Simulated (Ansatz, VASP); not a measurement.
# Cross-check of InSe (InSe monolayer (from C2/m)) between VASP and Ansatz

Aim: how closely do two programs agree when they are given the same cell, functional and k mesh? Of the first pair: The structure shown is the start of the Ansatz relaxation below; VASP solves that cell, so the two are compared at the walk's first step.

Program: Ansatz 0.2.0. Level of theory: plane waves, with VASP 6.6.1 beside it; LDA. Results are calculated unless marked as measured.

### Step 1. Set-up

The cell holds 4 atoms: 2 In and 2 Se. Cell: a = 4.110 Å, b = 6.217 Å, c = 29.991 Å, α = 90.0°, β = 90.0°, γ = 109.3°. Vacuum lies along c. The height across the vacuum is the one that the program set for its solve, not the one typed.

Structure file:

```cif
data_structure
_symmetry_space_group_name_H-M 'P 1'
_symmetry_Int_Tables_number 1
_cell_length_a 4.1100
_cell_length_b 6.2173
_cell_length_c 29.9915
_cell_angle_alpha 90.000
_cell_angle_beta 90.000
_cell_angle_gamma 109.301
_cell_volume 723.31
loop_
_atom_site_label
_atom_site_type_symbol
_atom_site_fract_x
_atom_site_fract_y
_atom_site_fract_z
_atom_site_occupancy
In1 In 0.00000 0.00000 0.45244 1
In2 In 0.23336 0.46673 0.45100 1
Se3 Se 0.40789 0.81578 0.50333 1
Se4 Se 0.82547 0.65094 0.40011 1
```

### Step 2. Ansatz: relaxation, LDA

Ansatz runs on its PAW soft_1 files.

The two programs are compared at the cell with which this relaxation starts, whose forces are those of its first step.

Input file input.yaml:

```yaml
crystal:
  lattice:
    - [4.11, 0.0, 0.0]
    - [-2.055, 5.867903, 0.0]
    - [0.0, 0.0, 27.095735]
  atoms:
    - { symbol: In, position: [0.0, 0.0, 0.5007978] }
    - { symbol: In, position: [0.2333629, 0.4667257, 0.4992022] }
    - { symbol: Se, position: [0.4078914, 0.8157828, 0.5571259] }
    - { symbol: Se, position: [0.8254715, 0.6509429, 0.4428741] }
  periodic: [true, true, false]
basis:
  ecutwfc: 420
  xc_grid: 2
hamiltonian:
  xc: lda
  pseudopotentials: { kind: paw, azcp: { folder: soft_1 }, xc_functional: pbe }
kpoints:
  mp_grid: { grid: [9, 9, 1] }
scf:
  occupations: { method: fermi_dirac, width: 0.02 }
  max_iter: 80
relax:
  f_tol: 0.005
  max_steps: 60
  cell: {}
output:
  forces: true
checkpoint:
  write: "../cell.run"
  compress: false
  write_wavefunctions: false
  write_every: 100000
```

On the command line:

```console
ansatz run input.yaml --threads 32 --pin off --max-ram 84787MiB --backend cuda --events-out ev --progress --plain --runs-dir out --max-vram 78GiB
```

Log:

```text
Warning: crystal.periodic: the lattice vector that does not repeat stood 0.000° off the slab's normal, 27.096 Å along it as the deck builds it. The run solves the slab on a vector along the normal, 29 [...]
crystal.periodic: the lattice vector that does not repeat stood 0.000° off the slab's normal, 27.096 Å along it as the deck builds it. The run solves the slab on a vector along the normal, 29.991 Å lo [...]
Engine: ansatz 0.2.0, aarch64-unknown-linux-gnu
[...]
Pseudopotential: In, paw, valence charge 13, recommended cutoff 420 eV (normal), soft_1/In.paw.azcp
Pseudopotential: Se, paw, valence charge 16, recommended cutoff 420 eV (normal), soft_1/Se.paw.azcp
Functional definition: SPW92
[...]
Crystal: 4 atoms, lattice volume = 723.307 Å³
Basis set: ecut = 420 eV, 14105 PW (Γ), exchange–correlation on 60×90×432 points (8 copies of the dense FFT grid, shifted against one another)
Bands: 35, of which v1, the nominal top of the filled ones, is band 29 counted from 1 (28 counted from 0)
[...]
Space group: C2/m (ITA 12), of the structure as read, at distance tolerance 9.0e-5 Å
k-points: 25 of 81
[...]
basis re-selected at this cell: Δ(F+E_penalty+E_count) = +1.076e-3 eV, ΔP = -0.003 N/m vs the last step (what re-selecting the basis moved, of the pressure what is left beyond the Pulay correction tha [...]
SCF converged after 8 iterations
Free energy (F): -21682.362515 eV
[...]
Fermi energy:    -4.768846 eV
--- Per-component energies (eV) ---
[...]
--- Forces (eV/Å), atoms counted from 1 ---
[...]
--- 2D stress c σ (N/m, compression-positive) ---
[...]
P = ½ c Tr σ = 0.0032 N/m
--- Band table (eV; the first three rows and the last of 25) ---
[...]
--- Relaxed structure (7 steps of the walk, 7 accepted, 1 SCFs on fresh bases) ---
[...]
```

### Step 3. VASP: single point, LDA, start cell, pair 1

The same cell, functional (in two slightly different forms), mesh and smearing now go to VASP, with its own data sets.

Lines of VASP's logs that name or quote its potential files are left out, and so is its time.

Input file INCAR:

```
SYSTEM = InSe
PREC = Accurate
ENCUT = 400
EDIFF = 1E-06
NELM = 120
ISMEAR = -1
SIGMA = 0.02
LREAL = .FALSE.
ALGO = Normal
GGA = PW92
NBANDS = 25
LORBIT = 11
LWAVE = .FALSE.
LCHARG = .FALSE.
ISIF = 2
LDIPOL = .TRUE.
IDIPOL = 3
DIPOL = 0.5 0.5 0.452
LVHAR = .TRUE.
LASPH = .TRUE.
GGA_COMPAT = .FALSE.
EFERMI = MIDGAP
NELMDL = -8
KPAR = 2
```

Input file POSCAR:

```
InSe
1.0
    4.1100000000      0.0000000000      0.0000000000
   -2.0550000000      5.8679030000      0.0000000000
    0.0000000000      0.0000000000     29.9914730000
In Se
2 2
Direct
    1.0000000000      1.0000000000      0.4524447332
    0.2333628385      0.4667256770      0.4510032235
    0.4078913711      0.8157827421      0.5033342644
    0.8254714674      0.6509429348      0.4001136923
```

Input file KPOINTS:

```
Automatic mesh
0
Gamma
9 9 1
0 0 0
```

PAW data sets: In_d and Se (LDA family, release 64).

On the command line:

```console
mpirun -np 2 vasp_std
```

Log:

```text
[banner, memory and clock lines left out]
running    2 mpi-ranks, on    1 nodes
 distrk:  each k-point on    1 cores,    2 groups
 distr:  one band on    1 cores,    1 groups

 POSCAR found type information on POSCAR InSe
 POSCAR found :  2 types and       4 ions
|                                                                             |
|               ----> ADVICE to this user running VASP <----                  |
|                                                                             |
|     You enforced a specific xc type in the INCAR file but a different       |
|     [... a line on the potential file left out ...]
|     I HOPE YOU KNOW WHAT YOU ARE DOING!                                     |
|                                                                             |

 LDA part: xc-table for (Slater(with rela. corr.)+PW92), standard interpolation
 POSCAR, INCAR and KPOINTS ok, starting setup
 FFT: planning ... GRIDC
 FFT: planning ... GRID_SOFT
 FFT: planning ... GRID
 WAVECAR not read
 entering main loop
       N       E                     dE             d eps       ncg     rms          rms(c)
DAV:   1     0.240583512142E+03    0.24058E+03   -0.12565E+04  1682   0.873E+02
DAV:   2     0.130970897785E+02   -0.22749E+03   -0.22468E+03  1524   0.261E+02
DAV:   3    -0.157598027439E+02   -0.28857E+02   -0.28715E+02  1642   0.103E+02
DAV:   4    -0.165047870149E+02   -0.74498E+00   -0.74344E+00  1608   0.222E+01
DAV:   5    -0.165292263574E+02   -0.24439E-01   -0.24437E-01  1961   0.342E+00
DAV:   6    -0.165297215305E+02   -0.49517E-03   -0.49517E-03  1994   0.444E-01
DAV:   7    -0.165297293400E+02   -0.78095E-05   -0.78095E-05  1922   0.458E-02
DAV:   8    -0.165297295704E+02   -0.23042E-06   -0.23037E-06  1460   0.785E-03    0.638E+00
DAV:   9    -0.158466538537E+02    0.68308E+00   -0.13298E+00  1755   0.179E+01    0.396E+00
DAV:  10    -0.157766017710E+02    0.70052E-01   -0.62613E-01  1905   0.547E+00    0.839E-01
DAV:  11    -0.157672204392E+02    0.93813E-02   -0.81321E-02  1839   0.308E+00    0.627E-01
DAV:  12    -0.157665110420E+02    0.70940E-03   -0.81831E-03  1521   0.541E-01    0.209E-01
DAV:  13    -0.157671821798E+02   -0.67114E-03   -0.10088E-03  1899   0.257E-01    0.105E-01
DAV:  14    -0.157681321927E+02   -0.95001E-03   -0.53697E-04  1566   0.266E-01    0.472E-02
[...]
DAV:  18    -0.157686447394E+02   -0.51673E-04   -0.27607E-06  1449   0.648E-03    0.502E-03
DAV:  19    -0.157687150738E+02   -0.70334E-04   -0.55441E-06  1277   0.106E-02    0.260E-03
DAV:  20    -0.157687324545E+02   -0.17381E-04   -0.12099E-06  1249   0.770E-03    0.152E-03
DAV:  21    -0.157687499292E+02   -0.17475E-04   -0.11454E-06  1137   0.481E-03    0.138E-03
DAV:  22    -0.157687548714E+02   -0.49422E-05   -0.18343E-07  1236   0.212E-03    0.634E-04
DAV:  23    -0.157687585467E+02   -0.36753E-05   -0.12785E-07  1096   0.126E-03    0.261E-04
DAV:  24    -0.157687600551E+02   -0.15084E-05   -0.37808E-08  1193   0.949E-04    0.235E-04
DAV:  25    -0.157687608518E+02   -0.79672E-06   -0.89976E-09  1055   0.649E-04
   1 F= -.15768761E+02 E0= -.15768761E+02  d E =-.116262E-19
```

From OUTCAR (step 3):

```text
ion  position               nearest neighbor table
   1  0.000  0.000  0.452-   4 2.58   2 2.74   3 2.78   3 2.78   2 3.74   2 3.74
   2  0.233  0.467  0.451-   3 2.58   1 2.74   4 2.78   4 2.78   1 3.74   1 3.74
   3  0.408  0.816  0.503-   2 2.58   1 2.78   1 2.78
   4  0.825  0.651  0.400-   1 2.58   2 2.78   2 2.78

  LATTYP: Found a base centered orthorhombic cell.
 ALAT       =     4.1100000000
 B/A-ratio  =     2.8554272506
 C/A-ratio  =     7.2971953771

 Subroutine GETGRP returns: Found  4 space group operations
 (whereof  2 operations were pure point group operations)

The static configuration has the point symmetry C_1h.
 The point group associated with its full space group is C_2h.

 Found     25 irreducible k-points:

   k-points           NKPTS =     25   k-points in BZ     NKDIM =     25   number of bands    NBANDS=     25

   dimension x,y,z NGX =    28 NGY =   42 NGZ =  196
   dimension x,y,z NGXF=    56 NGYF=   84 NGZF=  392

   ENCUT  =  400.0 eV  29.40 Ry    5.42 a.u.   6.70 10.14 48.91*2*pi/ulx,y,z

   NELECT =      38.0000    total number of electrons

 k-points in reciprocal lattice and weights: Automatic mesh
   0.00000000  0.00000000  0.00000000       0.012
   0.11111111 -0.00000000  0.00000000       0.049
   0.22222222 -0.00000000  0.00000000       0.049
   0.33333333 -0.00000000  0.00000000       0.049
   0.44444444 -0.00000000  0.00000000       0.049
   0.00000000  0.11111111  0.00000000       0.025
   0.11111111  0.11111111  0.00000000       0.049
   0.22222222  0.11111111  0.00000000       0.049
   0.33333333  0.11111111  0.00000000       0.049
[...]
0.00000000  0.44444444  0.00000000       0.025
   0.11111111  0.44444444  0.00000000       0.025

 dipolmoment           0.000000      0.000000      0.000001 electrons x Angstroem

 average (electrostatic) potential at core
       1-104.4978       2-104.4978       3 -67.7555       4 -67.7555

 E-fermi :  -3.5569

 k-point     1 :       0.0000    0.0000    0.0000
  band No.  band energies     occupation
    ...
     15      -7.1303      2.00000
     16      -5.6119      2.00000
     17      -5.5656      2.00000
     18      -4.8939      2.00000
     19      -4.6787      2.00000
     20      -2.7163      0.00000
     21      -2.1564      0.00000
     22      -0.3076      0.00000
     23      -0.2094      0.00000
     24       0.8756      0.00000
    ...

 k-point     2 :       0.1111   -0.0000    0.0000
  band No.  band energies     occupation
    ...
     15      -7.0165      2.00000
     16      -6.0330      2.00000
     17      -5.6062      2.00000
     18      -4.9462      2.00000
     19      -4.8326      2.00000
     20      -2.5321      0.00000
     21      -1.8637      0.00000
     22      -0.8777      0.00000
     23       0.0815      0.00000
     24       1.1081      0.00000
    ...

 k-point     3 :       0.2222   -0.0000    0.0000
  band No.  band energies     occupation
    ...
     15      -6.8472      2.00000
     16      -6.4991      2.00000
     17      -5.7690      2.00000
     18      -5.3994      2.00000
     19      -4.8622      2.00000
     20      -2.3418      0.00000
     21      -1.6577      0.00000
     22      -1.2104      0.00000
     23       0.7852      0.00000
     24       0.9564      0.00000
    ...

  Total       -3.0624470     -2.6526464     -0.6161475      0.0000000      1.7924109      0.0000000
  in kB       -6.7835437     -5.8758053     -1.3648117      0.0000000      3.9703211      0.0000000
  external PRESSURE =      -4.6747202 kB  Pullay stress =       0.0000000 kB

  energy-cutoff  :      400.00
  volume of cell :      723.31
      direct lattice vectors                 reciprocal lattice vectors
     4.110000000  0.000000000  0.000000000     0.243309002  0.085209316  0.000000000
    -2.055000000  5.867903000  0.000000000     0.000000000  0.170418632  0.000000000
     0.000000000  0.000000000 29.991473000     0.000000000  0.000000000  0.033342810

 POSITION                                       TOTAL-FORCE (eV/Angst)
 -----------------------------------------------------------------------------------
      0.00000      0.00000     13.56948         0.000000     -0.791239      0.957704
      0.00000      2.73870     13.52625        -0.000000      0.791239     -0.957704
      0.00000      4.78693     15.09574         0.000000      0.590415     -0.197017
      2.05500      3.81967     12.00000         0.000000     -0.590415      0.197017
 -----------------------------------------------------------------------------------
    total drift:                               -0.000066     -0.000073     -0.000005

  FREE ENERGIE OF THE ION-ELECTRON SYSTEM (eV)
  ---------------------------------------------------
  free  energy   TOTEN  =       -15.7687608518 eV

  energy  without entropy=      -15.7687608518  energy(sigma->0) =      -15.76876085

 vacuum level on the upper side and lower side of the slab         1.514         1.514

 total charge
# of ion       s       p       d       tot
------------------------------------------
    1        0.885   0.631   9.875  11.391
    2        0.885   0.631   9.875  11.391
    3        1.476   2.319   0.019   3.814
    4        1.476   2.319   0.019   3.814
--------------------------------------------------
tot          4.721   5.901  19.787  30.410

[... 3 further parts left out ...]
```

### Step 4. Side by side

Known differences besides the potentials themselves: Ansatz cuts the interaction across the vacuum, VASP repeats the sheet with a dipole correction (LDIPOL); the data sets hold 58 valence electrons in Ansatz (on its PAW soft_1 files) and 38 in VASP; the cutoff is 420 eV in Ansatz and 400 eV in VASP; VASP's log shows a relativistic correction to its local exchange, Ansatz's none. Total energies have different zeros and are not compared.

Forces (eV/Å; atoms numbered as in POSCAR):

| atom | Ansatz x, y, z | VASP x, y, z |
| --- | --- | --- |
| In1 | 0.000, -0.801, 0.955 | 0.000, -0.791, 0.958 |
| In2 | 0.000, 0.801, -0.955 | 0.000, 0.791, -0.958 |
| Se3 | 0.000, 0.583, -0.217 | 0.000, 0.590, -0.197 |
| Se4 | 0.000, -0.583, 0.217 | 0.000, -0.590, 0.197 |

The forces differ by 9.5 meV/Å r.m.s., which is 1.7 % of the r.m.s. force of 0.567 eV/Å (both taken over all components). Where the cell holds vacuum, a pressure given here is an average over it and none of the material.

### Step 5. Ansatz: relaxation, LDA

This run makes the geometry at which the two programs are then compared.

The structure compared here is the end of the Ansatz relaxation.

This is the run of step 2 again, met here at its other cell.

### Step 6. VASP: single point, LDA, relaxed cell, pair 2

The same cell, functional (in two slightly different forms), mesh and smearing now go to VASP, with its own data sets.

INCAR is that of step 3.

Input file POSCAR:

```
InSe
1.0
    3.9659411092      0.0000000000      0.0000000000
   -1.9829705546      5.4783059400      0.0000000000
    0.0000000000      0.0000000000     29.9914729921
In Se
2 2
Direct
    0.9955738450      0.9911476400      0.4622684465
    0.2377890550      0.4755780600      0.4411795105
    0.3998730417      0.7997460334      0.5075035368
    0.8334898583      0.6669796666      0.3959444202
```

KPOINTS is that of step 3.

On the command line:

```console
mpirun -np 2 vasp_std
```

Log:

```text
[banner, memory and clock lines left out]
running    2 mpi-ranks, on    1 nodes
[...]
[... a notice as in an earlier step ...]

 LDA part: xc-table for (Slater(with rela. corr.)+PW92), standard interpolation
 POSCAR, INCAR and KPOINTS ok, starting setup
[...]
entering main loop
       N       E                     dE             d eps       ncg     rms          rms(c)
DAV:   1     0.248097934846E+03    0.24810E+03   -0.12778E+04  1642   0.891E+02
DAV:   2     0.132780432899E+02   -0.23482E+03   -0.23125E+03  1513   0.261E+02
DAV:   3    -0.159690640293E+02   -0.29247E+02   -0.29117E+02  1640   0.107E+02
DAV:   4    -0.167439584185E+02   -0.77489E+00   -0.77342E+00  1626   0.225E+01
[...]
DAV:  23    -0.161609798041E+02   -0.40680E-05   -0.10239E-07  1114   0.124E-03    0.211E-04
DAV:  24    -0.161609821371E+02   -0.23330E-05   -0.34958E-08  1148   0.177E-03    0.217E-04
DAV:  25    -0.161609829461E+02   -0.80903E-06   -0.16813E-08  1101   0.583E-04
   1 F= -.16160983E+02 E0= -.16160983E+02  d E =-.205316E-19
```

OUTCAR, selected parts (step 6):

```text
  Total        0.0586560      0.0829398      0.0372818      0.0000000      0.0003688      0.0000000
  in kB        0.1442223      0.2039310      0.0916678      0.0000000      0.0009069      0.0000000
  external PRESSURE =       0.1466070 kB  Pullay stress =       0.0000000 kB

 POSITION                                       TOTAL-FORCE (eV/Angst)
 -----------------------------------------------------------------------------------
      1.98297      5.42981     13.86411         0.000000      0.019673     -0.002552
      0.00000      2.60536     13.23162         0.000000     -0.019673      0.002552
      0.00000      4.38125     15.22078         0.000000     -0.003490      0.025923
      1.98297      3.65392     11.87496        -0.000000      0.003490     -0.025923
 -----------------------------------------------------------------------------------
    total drift:                               -0.000171     -0.000046      0.000135

  FREE ENERGIE OF THE ION-ELECTRON SYSTEM (eV)
  ---------------------------------------------------
  free  energy   TOTEN  =       -16.1609829461 eV

  energy  without entropy=      -16.1609829461  energy(sigma->0) =      -16.16098295

[... 1 part as in an earlier step ...]

[... 2 further parts left out ...]
[key lines of the parts left out:]
E-fermi :  -3.1220
```

### Step 7. Differences

What differs besides the data sets and the points named for the pairs above, as far as they apply: the data sets hold 58 valence electrons in Ansatz (on its PAW soft_1 files) and 38 in VASP. Total energies have different zeros and are not compared.

Compared:

| quantity | Ansatz | VASP | difference |
| --- | --- | --- | --- |
| gap on the k mesh (eV) | 1.661 | 1.658 | +0.004 |

The largest component of a force difference here is 27 meV/Å. A gap on the mesh is an upper bound, since the band edges may lie between its points. Where the cell holds vacuum, a pressure given here is an average over it and none of the material.

### Step 8. What the set-up changes

Further runs change the set-up of one program: Ansatz's method, potentials or start, or VASP's data sets, cutoff or form of LDA. The table gives Ansatz less VASP for each quantity, since a change that brings one quantity closer may part another.

| run | r.m.s. force difference (meV/Å) | gap on the k mesh (eV) |
| --- | --- | --- |
| as above | 13 | 0.0035 |
| VASP with the data sets In_sv_GW and Se and a cutoff of 520 eV | 14 | -1.0e-4 |

### Step 9. Summary of results

| Quantity | Value |
| --- | --- |
| r.m.s. force difference (single point, LDA, start cell, pair 1) | 1.7 % of the r.m.s. force |
| r.m.s. force difference (single point, LDA, relaxed cell, pair 2) | 13 meV/Å |

What this shows: The r.m.s. force difference is 13 meV/Å (single point, LDA, relaxed cell, pair 2), beyond the 12 meV/Å picked in this series as the mark of a large difference. The data sets hold unlike numbers of valence electrons (58 in Ansatz and 38 in VASP), so part of the differences may come from the potentials. Single point, LDA, relaxed cell, pair 2, VASP with the data sets In_sv_GW and Se and a cutoff of 520 eV: the difference in gap on the k mesh goes from 0.0035 to -1.0e-4 eV. Such differences can come from data sets, numerical settings and the points named under the comparisons, not from the functional's error against experiment.

[Lines on the potential files, build, host, timing and source positions are cut from VASP's logs without a mark.]

[Logs are printed without paths, hosts, clocks, repeated set-up lines and the standing remarks that a program may print on its own settings, such as how far it seeks lower states.]

[Hosts, paths, dates, database ids (printed as entryN), source tags and the programs' standing remarks are cut or masked in the printed files.]
